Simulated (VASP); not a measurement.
Runs of VASP 6.6.1 on MnS. Symmetry: Fm-3m, No. 225, cubic system. Conventional cell: a = 5.209 Å, b = 5.209 Å, c = 5.209 Å, α = 90.00°, β = 90.00°, γ = 90.00°. Mn (site symmetry m-3m) is surrounded by 6 S at 2.60 Å. Around S (site symmetry m-3m) lie 6 Mn at 2.60 Å. 

```csv
cell,target pressure,gap on the mesh (eV),pressure (GPa),moment (μB)
relaxed to 20 GPa,20 GPa,none,20.0,3.44
relaxed to 4.8 GPa,4.8 GPa,none,4.8,(a)
relaxed to 12 GPa,12 GPa,none,12.0,(b)
relaxed to 30 GPa,30 GPa,none,30.0,2.94
relaxed to 0.0001 GPa,0.0001 GPa,none,0.0,4.49
relaxed to 40 GPa,40 GPa,none,40.0,2.81
```

Alike in all rows: task relaxation of cell and atoms; level PBE; potentials or basis VASP PAW PBE potentials, release 64 (Mn_pv, S); spin collinear, ferromagnetic start; k mesh 14 × 14 × 14; cutoff (eV) 350; smearing gaussian 0.1 eV.

Task: Estimate the missing entries.

Result: (a) 4.27; (b) 3.87.

Caveats: the cell is relaxed towards a set pressure, so the enthalpy falls and the energy may rise; a cell with one magnetic atom can't hold antiferromagnetic order, which such compounds often take; semilocal functionals often make such compounds metallic where correlation or magnetic order opens a gap, which also shifts bond lengths.

A gap of «none» marks a metal or a gap under the smearing width.
